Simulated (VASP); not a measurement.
Output of a VASP run:

File OSZICAR:
```
       N       E                     dE             d eps       ncg     rms          rms(c)
DAV:   1     0.671410014883E+03    0.67141E+03   -0.29854E+04  7200   0.212E+03
DAV:   2     0.100369990190E+02   -0.66137E+03   -0.62167E+03  7616   0.582E+02
DAV:   3    -0.673643642623E+02   -0.77401E+02   -0.75208E+02  8862   0.191E+02
DAV:   4    -0.695292984456E+02   -0.21649E+01   -0.20723E+01  8292   0.313E+01
DAV:   5    -0.695844638993E+02   -0.55165E-01   -0.55136E-01  9276   0.475E+00    0.462E+01
DAV:   6    -0.596900207125E+02    0.98944E+01   -0.12420E+02  8280   0.106E+02    0.261E+01
DAV:   7    -0.564198899843E+02    0.32701E+01   -0.61768E+01  8424   0.884E+01    0.185E+01
DAV:   8    -0.549873473278E+02    0.14325E+01   -0.45680E+00  7560   0.226E+01    0.601E+00
DAV:   9    -0.548819573488E+02    0.10539E+00   -0.10380E+00  9744   0.947E+00    0.197E+00
DAV:  10    -0.548775053239E+02    0.44520E-02   -0.12240E-01  8010   0.358E+00    0.106E+00
DAV:  11    -0.548778462662E+02   -0.34094E-03   -0.13781E-02 10456   0.856E-01    0.702E-01
DAV:  12    -0.548778630004E+02   -0.16734E-04   -0.53398E-04  8956   0.184E-01    0.495E-01
DAV:  13    -0.548777992767E+02    0.63724E-04   -0.16641E-04  8964   0.134E-01    0.280E-01
DAV:  14    -0.548777927549E+02    0.65218E-05   -0.11993E-04  9134   0.823E-02    0.682E-02
DAV:  15    -0.548777906266E+02    0.21283E-05   -0.11704E-05  9194   0.302E-02    0.204E-02
DAV:  16    -0.548777898617E+02    0.76497E-06   -0.43359E-06  7008   0.136E-02
   1 F= -.41385891E+02 E0= -.41386020E+02  d E =-.413859E+02  mag=     3.8635
```

File OUTCAR:
```
------------------------ aborting loop because EDIFF is reached ----------------------------------------
  FORCE on cell =-STRESS in cart. coord.  units (eV):
  Direction    XX          YY          ZZ          XY          YZ          ZX
  --------------------------------------------------------------------------------------
  Total       13.4719135     13.4719135     13.5710820      0.0000000      0.0000000      0.0000000
  in kB      449.3334326    449.3334326    452.6410353      0.0000000      0.0000000      0.0000000
  external PRESSURE =       0.4359668 kB  Pullay stress =     450.0000000 kB
  volume of cell :       48.04
      direct lattice vectors                 reciprocal lattice vectors
     4.167509489  0.000000000  0.000000000     0.239951463  0.000000000  0.000000000
     0.000000000  4.167509489  0.000000000     0.000000000  0.239951463  0.000000000
     0.000000000  0.000000000  2.765781963     0.000000000  0.000000000  0.361561401
 POSITION                                       TOTAL-FORCE (eV/Angst)
 -----------------------------------------------------------------------------------
      0.00000      0.00000      0.00000         0.000000     -0.000000      0.000000
      2.08375      2.08375      1.38289         0.000000     -0.000000      0.000000
      1.25512      1.25512      0.00000         0.010970      0.010970      0.000000
      3.33888      0.82863      1.38289         0.010970     -0.010970      0.000000
      0.82863      3.33888      1.38289        -0.010970      0.010970      0.000000
      2.91239      2.91239      0.00000        -0.010970     -0.010970      0.000000
 -----------------------------------------------------------------------------------
    total drift:                                0.000000      0.000000     -0.000000
  FREE ENERGIE OF THE ION-ELECTRON SYSTEM (eV)
  ---------------------------------------------------
  free  energy   TOTEN  =       -54.8777898617 eV

  energy  without entropy=      -54.8781768687  energy(sigma->0) =      -54.87791886
  enthalpy is  TOTEN    =       -41.3858913345 eV   P V=       13.4918985272

 total charge

# of ion       s       p       d       tot
------------------------------------------
    1        0.430   6.656   4.360  11.447
    2        0.430   6.656   4.360  11.447
    3        1.567   3.547   0.000   5.114
    4        1.567   3.547   0.000   5.114
    5        1.567   3.547   0.000   5.114
    6        1.567   3.547   0.000   5.114
--------------------------------------------------
tot          7.128  27.502   8.721  43.351

 magnetization (x)

# of ion       s       p       d       tot
------------------------------------------
    1        0.026   0.033   1.801   1.860
    2        0.026   0.033   1.801   1.860
    3       -0.002   0.006   0.000   0.005
    4       -0.002   0.006   0.000   0.005
    5       -0.002   0.006   0.000   0.005
    6       -0.002   0.006   0.000   0.005
--------------------------------------------------
tot          0.045   0.092   3.602   3.738

 reached required accuracy - stopping structural energy minimisation
```
(Selected blocks of OUTCAR.)

### POSCAR
```
CrO2
1
    4.1675094894    -0.0000000000     0.0000000000
    0.0000000000     4.1675094894     0.0000000000
    0.0000000000     0.0000000000     2.7657819629
Cr O
2 4
Direct
  0.0000000000   0.0000000000   0.0000000000
  0.5000000000   0.5000000000   0.5000000000
  0.3011686507   0.3011686507   0.0000000000
  0.8011686507   0.1988313493   0.5000000000
  0.1988313493   0.8011686507   0.5000000000
  0.6988313493   0.6988313493   0.0000000000
```

Q: Reconstruct the remaining input files.

A: Several could match; the one computed here: the input of the run itself, LDA (Ceperley-Alder, Perdew-Zunger), plane waves, VASP's LDA PAW potentials (set 64).

INCAR:
```
! general
SYSTEM   =  CrO2
PREC     =  Accurate
ENCUT    =  620   ! plane-wave cut-off (eV)
LREAL    =  .False.   ! projection in real space or not
LASPH    =  .True.

! electronic loop
EDIFF    =  1E-6
NELM     =  100
ALGO     =  Normal   ! blocked Davidson
LMAXMIX  =  4   ! l cut-off of mixed one-centre charges

! smearing
ISMEAR   =  1   ! Methfessel-Paxton
SIGMA    =  0.1   ! width (eV)

! spin
ISPIN    =  2
MAGMOM   =  2*2.0 4*-0.0

! ions
IBRION   =  2   ! conjugate gradients
NSW      =  40   ! most ionic steps
ISIF     =  3   ! ions, shape and volume
EDIFFG   =  -0.02   ! ionic stop
PSTRESS  =  450   ! kbar

! output
LWAVE    =  .False.
LCHARG   =  .False.
LORBIT   =  10
```

File KPOINTS:
```
Automatic mesh
0
Gamma
7 7 11
0 0 0
```

POTCAR, in this order: Cr_pv O (LDA.64 set). Program: vasp_std.

The moments were started parallel, and other spin orders were not tried in this run.

The compound is CrO2 in the rutile structure. It was relaxed first under an external pressure of 45 GPa.
